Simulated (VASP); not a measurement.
Ta4NiO11 under changes of volume

One of the cells (14.212 Å³/atom); the others are scaled copies at fixed shape and fractional positions:

```
CELL_PARAMETERS angstrom
5.32790 -0.00032 -0.02535
-0.04218 5.37103 0.02355
-0.47935 -0.08052 7.94838
ATOMIC_POSITIONS crystal
Ta 0.52261 0.46364 0.51843
Ta 0.55532 0.53163 0.98083
Ta 0.02338 0.98832 0.50961
Ta 0.04916 0.02484 0.01689
Ni 0.06538 0.57998 0.26898
O 0.96711 0.93834 0.23892
O 0.21005 0.28324 0.42990
O 0.27287 0.71995 0.06145
O 0.33888 0.23820 0.03682
O 0.30665 0.75341 0.45874
O 0.50103 0.44858 0.74991
O 0.70564 0.16332 0.48732
O 0.73302 0.83358 0.94060
O 0.85284 0.36497 0.07896
O 0.81889 0.65561 0.47584
O 0.07718 0.01239 0.74680
```

The cell was built by a generator and needn't be a form met in nature.

```yaml
Program: VASP 6.6.1
Functional: PBE
Potentials_or_basis: VASP PAW PBE potentials, release 64 (Ta_pv, Ni, O)
Cutoff: 520 eV
k_mesh: 5 × 5 × 4
Occupations: fermi-dirac, width 0.05 eV
Spin: collinear spin, ferromagnetic start
Starting_moments: "[0.0, 0.0, 0.0, 0.0, 1.0, 0.0, 0.0, 0.0, 0.0, 0.0, 0.0, 0.0, 0.0, 0.0, 0.0, 0.0] μB"
```

| volume (Å³/atom) | energy over the lowest point (meV/atom) | pressure (GPa) | moment (μB per cell) | gap on the mesh (eV) | largest force (eV/Å) |
| --- | --- | --- | --- | --- | --- |
| 13.098 | 75.98 | 15.3 | 0.62 | none | 1.031 |
| 13.376 | 53.87 | 9.9 | 0.62 | none | 0.705 |
| 13.655 | 42.22 | 5.1 | 0.61 | none | 0.489 |
| 14.212 | 0.00 | -3.2 | 2.00 | 1.28 | 0.198 |
| 14.491 | ? | ? | ? | ? | ? |
| 14.770 | 22.50 | -9.9 | 2.00 | 1.25 | 0.674 |

Problem. What does the run at 14.491 Å³/atom give?

Solution. Energy over the lowest point 8.33 meV/atom; pressure -6.7 GPa; moment 2.00 μB per cell; gap on the mesh 1.26 eV; largest force 0.446 eV/Å.

The energies don't lie on one smooth curve, so no fit is given. The run at 13.655 Å³/atom lies farthest off, from a change of basis, grid or state.

Energies are extrapolated to zero smearing.

Caveats: a cell with one magnetic atom can't hold antiferromagnetic order, which such compounds often take; semilocal functionals often make such compounds metallic where correlation or magnetic order opens a gap, which also shifts bond lengths (some runs); spin-orbit coupling is left out, which moves the levels of the heavy elements (some runs); an odd mesh through Γ misses points on the zone boundary, where band edges often lie (some runs); forces of over 1 eV/Å show positions far from the minimum, so gaps and moduli don't describe the material at rest (some runs).

A gap of «none» marks a metal or a gap under the smearing width.
